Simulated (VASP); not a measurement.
Input:

```
TiO2
1.0
    4.64511     0.00000     0.00000
    0.00000     4.64511     0.00000
    0.00000     0.00000     2.96923
Ti O
2 4
Direct
  0.00000   0.00000   0.00000
  0.50000   0.50000   0.50000
  0.30495   0.30495   0.00000
  0.80495   0.19505   0.50000
  0.19505   0.80495   0.50000
  0.69505   0.69505   0.00000
```

Method: PBE GGA with spin-orbit coupling, VASP's PBE PAW potentials (set 64) (plane waves; VASP). Numerical set-up: 520 eV cut-off, 5×5×7 Γ-centred mesh, Gaussian smearing of 0.050 eV, potentials Ti_sv O.

Question: Predict the energy per atom (σ→0), band gap (over mesh and band path) with the smallest direct gap where there is one.

Answer: 
```
Property                                                        Value
---------------------------------------------  ----------------------
band gap (over mesh and band path)                            1.82 eV
smallest direct gap (over mesh and band path)                 1.82 eV
energy per atom (σ→0)                          -863.3 kJ/mol of atoms
```

The compound is TiO2 in the rutile structure. It was relaxed first.
